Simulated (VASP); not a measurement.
Method: PBE GGA, VASP's PBE PAW potentials (set 64) (plane waves; VASP).

VASP ran on this input.

### INCAR
```
# general
SYSTEM  = CeO2
PREC    = Accurate
ENCUT   = 600
LREAL   = F
LASPH   = T

# electronic loop
EDIFF   = 1E-7
NELM    = 100
ALGO    = Normal
LMAXMIX = 6

# smearing
ISMEAR  = 0
SIGMA   = 0.05

# functional
GGA     = PE

# ions
IBRION  = 2
NSW     = 40
ISIF    = 3
EDIFFG  = -0.01
PSTRESS = 10

# output
LWAVE   = F
LCHARG  = F
```

File POSCAR:
```
CeO2
1.0
  0.0000000000   2.7318243075   2.7318243075
  2.7318243075   0.0000000000   2.7318243075
  2.7318243075   2.7318243075   0.0000000000
Ce O
1 2
Cart
  0.0000000000   0.0000000000   0.0000000000
  1.3659121538   1.3659121538   1.3659121538
  4.0977364613   4.0977364613   4.0977364613
```

### KPOINTS
```
Automatic mesh
0
Gamma
6 6 6
0 0 0
```

POTCAR, in this order: Ce O (PBE.64 set). Program: vasp_std.

Q: What will the output report for the number of irreducible k-points (NKPTS), number of bands (NBANDS), largest plane-wave count, number of space-group operations, FFT grid (NGX, NGY, NGZ)?

A: 
The number of irreducible k-points (NKPTS) comes out as 16 and the number of bands (NBANDS) is 16. The largest plane-wave count is 1380 and the number of space-group operations comes out as 48. The FFT grid (NGX, NGY, NGZ) comes out as 32 × 32 × 32.

The compound is CeO2 in the fluorite structure. This run relaxes it under an external pressure of 1 GPa. Symmetry was kept, so distortions that lower it aren't found. The run is not spin-polarised, so no magnetic state was tried.
